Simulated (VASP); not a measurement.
Set up this calculation in VASP 6.6.1, as the native input.

```yaml
Task: single point
Functional: PBE
Potentials_or_basis: VASP PAW PBE potentials, release 64 (Tl_d, S, Au)
Cutoff: 520 eV
k_mesh: 12 × 12 × 1
Occupations: gaussian, width 0.01 eV
Spin: no spin polarisation
Dipole_correction: yes
Further_INCAR_settings: ALGO = Fast; EDIFF = 1e-06; NBANDS = 22
```

The structure of TlAuS lies in POSCAR:

```
TlAuS
1.0
    3.8595752996     -0.0000000033      0.0000000000
   -1.9297876470      3.3424902589      0.0000000000
    0.0000000000      0.0000000000     29.7914575600
Tl S Au
1 1 1
Direct
    0.0000000000      0.0000000000      0.2778465657
    0.3333333333      0.6666666667      0.2317842180
    0.6666666667      0.3333333333      0.3400758776
```

The cell was built by a generator and needn't be a form met in nature.

These files were run (other wordings do the same):

INCAR

```
  PREC = Accurate
  ENCUT = 520
  EDIFF = 1E-6
  ISMEAR = 0
  SIGMA = 0.01
  LREAL = False
  LASPH = True
  NELM = 100
  ALGO = Fast
  ISIF = 2
  LWAVE = False
  LCHARG = False
  LDIPOL = True
  IDIPOL = 3
  DIPOL = 0.5 0.5 0.283
  GGA = PE
  NBANDS = 22
```

KPOINTS

```
Automatic mesh
0
Gamma
  12 12 1
```

Potentials or basis: VASP PAW PBE potentials, release 64 (Tl_d, S, Au).

Run with:

```console
$ cat potpaw_PBE.64/Tl_d/POTCAR potpaw_PBE.64/S/POTCAR potpaw_PBE.64/Au/POTCAR > POTCAR
$ mpirun -np 1 vasp_std > vasp.out
```

It gave:

The largest force is 0.005 eV/Å and the band gap on the k mesh is 0.28 eV, direct.

Caveat: spin-orbit coupling is left out, which as a rule narrows the gap of such compounds by several tenths of an eV.

Wall time 3.5 min on 1 thread of Intel(R) Xeon(R) Platinum 8488C (Sapphire Rapids) (shared host), peak memory 0.59 GiB.
